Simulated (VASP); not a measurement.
These are LDA (Ceperley-Alder, Perdew-Zunger), VASP's LDA PAW potentials (set 64) (plane waves; VASP) values and carry that method's errors.

Input for VASP

### POSCAR
```
Os
1
    1.3320908571    -2.3072486189     0.0000000000
    1.3320908571     2.3072486189     0.0000000000
    0.0000000000     0.0000000000     4.2168287109
Os
2
Direct
  0.3333330000   0.6666670000   0.2500000000
  0.6666670000   0.3333330000   0.7500000000
```

### KPOINTS
```
K-points
0
Gamma
16 16 9
```

### INCAR
```
NELM = 100
ISMEAR = 1   ! Methfessel-Paxton
LASPH = .TRUE.   ! aspherical one-centre terms
LCHARG = .FALSE.
SYSTEM = Os
ENCUT = 500   ! plane-wave cut-off (eV)
EDIFF = 1E-6   ! SCF stop (eV)
LMAXMIX = 6
LWAVE = .FALSE.
ALGO = Normal   ! blocked Davidson
LREAL = .FALSE.
NSW = 40   ! most ionic steps
SIGMA = 0.1
EDIFFG = -0.02   ! ionic stop
PSTRESS = 450   ! kbar
ISIF = 3   ! ions, shape and volume
PREC = Accurate
IBRION = 2   ! conjugate gradients
```

POTCAR, in this order: Os (LDA.64 set). Program: vasp_std.

The run wrote:

OUTCAR:
```
 ion  position               nearest neighbor table
   1  0.333  0.667  0.250-   2 2.61   2 2.61   2 2.61   2 2.61   2 2.61   2 2.61
   2  0.667  0.333  0.750-   1 2.61   1 2.61   1 2.61   1 2.61   1 2.61   1 2.61
  LATTYP: Found a hexagonal cell.
 ALAT       =     2.6641813454
 C/A-ratio  =     1.5827859159
 Subroutine PRICEL returns:
 Original cell was already a primitive cell.
 Subroutine GETGRP returns: Found 24 space group operations
The static configuration has the point symmetry D_3d.
 The point group associated with its full space group is D_6h.
The dynamic configuration has the point symmetry D_3d.
 Subroutine INISYM returns: Found 24 space group operations
 Subroutine IBZKPT returns following result:
 Found    150 irreducible k-points:

 Following reciprocal coordinates:
            Coordinates               Weight
  0.000000  0.000000  0.000000      1.000000
  0.062500  0.000000  0.000000      6.000000
  0.125000  0.000000  0.000000      6.000000
  0.187500  0.000000  0.000000      6.000000
  0.250000  0.000000  0.000000      6.000000
  0.312500 -0.000000  0.000000      6.000000
  0.375000  0.000000  0.000000      6.000000
  0.437500  0.000000  0.000000      6.000000
  0.500000  0.000000  0.000000      3.000000
  0.062500  0.062500  0.000000      6.000000
  0.125000  0.062500  0.000000     12.000000
  0.187500  0.062500  0.000000     12.000000
  0.250000  0.062500  0.000000     12.000000
  0.312500  0.062500  0.000000     12.000000
  0.375000  0.062500  0.000000     12.000000
  0.437500  0.062500  0.000000     12.000000
  0.125000  0.125000  0.000000      6.000000
  0.187500  0.125000  0.000000     12.000000
  0.250000  0.125000  0.000000     12.000000
  0.312500  0.125000  0.000000     12.000000
  0.375000  0.125000  0.000000     12.000000
  0.437500  0.125000  0.000000      6.000000
...
```

File OSZICAR:
```
       N       E                     dE             d eps       ncg     rms          rms(c)
DAV:   1     0.100676485436E+03    0.10068E+03   -0.77215E+03  3608   0.126E+03
DAV:   2    -0.204501149023E+02   -0.12113E+03   -0.10993E+03  3892   0.396E+02
DAV:   3    -0.265575601322E+02   -0.61074E+01   -0.56768E+01  4240   0.758E+01
DAV:   4    -0.266848998008E+02   -0.12734E+00   -0.12669E+00  3820   0.102E+01
DAV:   5    -0.266861827561E+02   -0.12830E-02   -0.12826E-02  4136   0.874E-01    0.386E+01
DAV:   6    -0.255419106039E+02    0.11443E+01   -0.10964E+00  3840   0.987E+00    0.183E+01
DAV:   7    -0.251852796209E+02    0.35663E+00   -0.80565E-01  4020   0.826E+00    0.937E-01
DAV:   8    -0.251769478948E+02    0.83317E-02   -0.89655E-03  3668   0.833E-01    0.367E-01
DAV:   9    -0.251753956325E+02    0.15523E-02   -0.17964E-03  3932   0.477E-01    0.578E-02
DAV:  10    -0.251754064506E+02   -0.10818E-04   -0.24246E-05  4096   0.419E-02    0.107E-02
DAV:  11    -0.251753991053E+02    0.73453E-05   -0.22470E-06  2892   0.205E-02    0.249E-03
DAV:  12    -0.251753990612E+02    0.44111E-07   -0.19187E-07  1876   0.415E-03
   1 F= -.17895152E+02 E0= -.17895186E+02  d E =-.178952E+02
       N       E                     dE             d eps       ncg     rms          rms(c)
DAV:   1    -0.238908576836E+02    0.12845E+01   -0.48177E+01  3600   0.662E+01    0.308E+01
DAV:   2    -0.228068279129E+02    0.10840E+01   -0.93711E-01  3840   0.116E+01    0.134E+01
DAV:   3    -0.224989500475E+02    0.30788E+00   -0.71196E-01  4196   0.937E+00    0.156E+00
DAV:   4    -0.225068597194E+02   -0.79097E-02   -0.12261E-02  3620   0.844E-01    0.209E-01
DAV:   5    -0.225089412333E+02   -0.20815E-02   -0.47506E-03  4352   0.752E-01    0.214E-01
DAV:   6    -0.225092420011E+02   -0.30077E-03   -0.31430E-04  3616   0.176E-01    0.299E-02
DAV:   7    -0.225092428157E+02   -0.81465E-06   -0.54137E-06  4032   0.283E-02
   2 F= -.16441671E+02 E0= -.16441774E+02  d E =0.145348E+01
       N       E                     dE             d eps       ncg     rms          rms(c)
DAV:   1    -0.261114487588E+02   -0.36022E+01   -0.35385E+01  3608   0.535E+01    0.248E+01
DAV:   2    -0.252476955711E+02    0.86375E+00   -0.82999E-01  3716   0.992E+00    0.114E+01
DAV:   3    -0.250415713751E+02    0.20612E+00   -0.62001E-01  4172   0.797E+00    0.666E-01
DAV:   4    -0.250453005850E+02   -0.37292E-02   -0.18312E-02  3608   0.104E+00    0.508E-01
DAV:   5    -0.250458544706E+02   -0.55389E-03   -0.10470E-03  4184   0.300E-01    0.909E-02
DAV:   6    -0.250459479169E+02   -0.93446E-04   -0.10250E-04  3660   0.113E-01    0.224E-02
DAV:   7    -0.250459532459E+02   -0.53290E-05   -0.40563E-06  3900   0.217E-02    0.235E-03
DAV:   8    -0.250459533953E+02   -0.14939E-06   -0.24331E-07  1840   0.457E-03
   3 F= -.17924578E+02 E0= -.17924605E+02  d E =-.294264E-01
       N       E                     dE             d eps       ncg     rms          rms(c)
DAV:   1    -0.250348189311E+02    0.11134E-01   -0.38563E-03  3600   0.552E-01    0.238E-01
DAV:   2    -0.250347181405E+02    0.10079E-03   -0.98699E-05  3696   0.104E-01    0.101E-01
DAV:   3    -0.250346949104E+02    0.23230E-04   -0.68583E-05  4128   0.850E-02    0.102E-02
DAV:   4    -0.250346954590E+02   -0.54857E-06   -0.12820E-06  2208   0.874E-03
   4 F= -.17924774E+02 E0= -.17924800E+02  d E =-.296219E-01
       N       E                     dE             d eps       ncg     rms          rms(c)
DAV:   1    -0.250313332070E+02    0.33617E-02   -0.33426E-04  3608   0.163E-01    0.691E-02
DAV:   2    -0.250313243364E+02    0.88705E-05   -0.86928E-06  3704   0.313E-02    0.286E-02
DAV:   3    -0.250313224080E+02    0.19284E-05   -0.59370E-06  3432   0.253E-02    0.328E-03
DAV:   4    -0.250313224849E+02   -0.76856E-07   -0.12412E-07  1824   0.268E-03
   5 F= -.17924780E+02 E0= -.17924806E+02  d E =-.296280E-01
       N       E                     dE             d eps       ncg     rms          rms(c)
DAV:   1    -0.250308580664E+02    0.46434E-03   -0.24287E-02  3668   0.138E+00    0.829E-02
DAV:   2    -0.250306332286E+02    0.22484E-03   -0.28439E-04  4308   0.227E-01    0.455E-02
DAV:   3    -0.250305620635E+02    0.71165E-04   -0.12881E-04  3888   0.987E-02    0.116E-02
DAV:   4    -0.250305624190E+02   -0.35545E-06   -0.79137E-06  3660   0.366E-02
   6 F= -.17924668E+02 E0= -.17924685E+02  d E =0.111942E-03
       N       E                     dE             d eps       ncg     rms          rms(c)
DAV:   1    -0.250312750185E+02   -0.71296E-03   -0.10619E-02  3676   0.914E-01    0.551E-02
DAV:   2    -0.250311765139E+02    0.98505E-04   -0.12409E-04  4304   0.150E-01    0.304E-02
DAV:   3    -0.250311453672E+02    0.31147E-04   -0.56643E-05  3888   0.656E-02    0.768E-03
DAV:   4    -0.250311455408E+02   -0.17357E-06   -0.34697E-06  3356   0.243E-02
   7 F= -.17924819E+02 E0= -.17924842E+02  d E =-.395756E-04
```

### OUTCAR
```
------------------------ aborting loop because EDIFF is reached ----------------------------------------
  FORCE on cell =-STRESS in cart. coord.  units (eV):
  Direction    XX          YY          ZZ          XY          YZ          ZX
  --------------------------------------------------------------------------------------
  Total        7.1184635      7.1184605      7.1167292      0.0000000      0.0000000      0.0000000
  in kB      450.7685856    450.7683973    450.6587627      0.0000000      0.0000000      0.0000000
  external PRESSURE =       0.7319152 kB  Pullay stress =     450.0000000 kB
  volume of cell :       25.30
      direct lattice vectors                 reciprocal lattice vectors
     1.320979474 -2.288003087  0.000000000     0.378507017 -0.218531174 -0.000000000
     1.320979474  2.288003087 -0.000000000     0.378507017  0.218531174 -0.000000000
     0.000000000  0.000000000  4.185627081     0.000000000  0.000000000  0.238912827
 POSITION                                       TOTAL-FORCE (eV/Angst)
 -----------------------------------------------------------------------------------
      1.32098      0.76267      1.04641         0.000000     -0.000000      0.000000
      1.32098     -0.76267      3.13922        -0.000000      0.000000      0.000000
 -----------------------------------------------------------------------------------
    total drift:                               -0.000001      0.000013     -0.000020
  FREE ENERGIE OF THE ION-ELECTRON SYSTEM (eV)
  ---------------------------------------------------
  free  energy   TOTEN  =       -25.0311455408 eV

  energy  without entropy=      -25.0312125461  energy(sigma->0) =      -25.03116788
  enthalpy is  TOTEN    =       -17.9248194126 eV   P V=        7.1063261281

 reached required accuracy - stopping structural energy minimisation
```
(Selected blocks of OUTCAR.)

**CONTCAR**
```
Os
   1.00000000000000
     1.3209794737798151   -2.2880030865226697    0.0000000000000000
     1.3209794737798151    2.2880030865226697   -0.0000000000000000
     0.0000000000000000    0.0000000000000000    4.1856270808305069
  Os
     2
Direct
     0.3333330000000032    0.6666669999999968    0.2500000000000000
     0.6666669999999968    0.3333330000000032    0.7500000000000000
```

Energy and stress use the plane-wave basis of the starting cell.

The compound is Os in the hcp structure. This run relaxes it under an external pressure of 45 GPa. Symmetry was kept, so distortions that lower it aren't found.
